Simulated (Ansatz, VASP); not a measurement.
# Two plane-wave programs on ZnAg

INCAR

```
SYSTEM = ZnAg
PREC     = Accurate       ! precision mode
ENCUT    = 520            ! plane-wave cutoff, eV
EDIFF    = 1E-7           ! SCF threshold, eV
ISMEAR   = -1             ! smearing method
SIGMA    = 0.1            ! smearing width, eV
LREAL    = .FALSE.        ! projectors in reciprocal space
LASPH    = .TRUE.         ! aspherical terms in the spheres
NELM     = 80             ! most SCF steps
ALGO     = Normal         ! electronic algorithm
ISIF     = 2              ! what is computed and relaxed
LWAVE    = .FALSE.        ! write WAVECAR
LCHARG   = .FALSE.        ! write CHGCAR
NBANDS   = 18             ! bands
```

File KPOINTS:

```
Automatic mesh
0
G
  11 11 11
  0 0 0
```

The input POSCAR:

```
ZnAg
1.0
    3.1314410000      0.0000000000      0.0000000000
    0.0000000000      3.1314410000      0.0000000000
    0.0000000000      0.0000000000      3.1314410000
Zn Ag
1 1
Direct
    0.5000000000      0.5000000000      0.5000000000
    0.0000000000      0.0000000000      0.0000000000
```

Input for Ansatz:

```yaml
crystal:
  lattice:
    - [3.131441, 0.0, 0.0]
    - [0.0, 3.131441, 0.0]
    - [0.0, 0.0, 3.131441]
  atoms:
    - { symbol: Zn, position: [0.5, 0.5, 0.5] }
    - { symbol: Ag, position: [0.0, 0.0, 0.0] }
  symmetry: { tolerance: 0.0003 }
kpoints:
  mp_grid: { grid: [11, 11, 11], shift: [0, 0, 0] }
  band_path:
    path:
      - [0.0, 0.0, 0.0]
      - [0.0, 0.5, 0.0]
      - [0.5, 0.5, 0.0]
      - [0.0, 0.0, 0.0]
      - [0.5, 0.5, 0.5]
      - [0.0, 0.5, 0.0]
      - [0.5, 0.5, 0.5]
      - [0.5, 0.5, 0.0]
    npoints: 8
magnetization:
  spin_polarized: false
scf:
  occupations: { method: fermi_dirac }
  lower_state_search: "off"
  max_iter: 200
hamiltonian:
  pseudopotentials: { kind: paw }
  xc: lda
basis:
  ecutwfc: 420
  fft_grid_basis: typed
output:
  forces: true
  stress: true
  eigenvalues: true
  bader: true
  populations: true
  elf: true
  write_potential: true
  volumetric_format: npy
  dos:
    e_range: [-12, 8]
    de: 0.05
    projected: { site_lists: { Ag: [Ag], Zn: [Zn] } }
checkpoint:
  read: saved_state
```

Alike in both runs: task single point; functional LDA; k mesh 11 × 11 × 11; no spin polarisation.

```csv
,VASP,Ansatz
version,VASP 6.6.1,Ansatz 0.2.0
potentials or method,"VASP PAW LDA potentials, release 64 (Zn, Ag)",PAW plane waves
plane-wave cutoff (eV),520,420
occupations,"fermi-dirac, width 0.1 eV",fermi-dirac
valence electrons in the cell,23,31
```

Ansatz gave:

```
pressure (GPa) : -6.1
```

**Question.** Which values does VASP return?

**Answer.** Pressure (GPa): -5.7.

The two sets of potentials don't hold the same shells in valence.
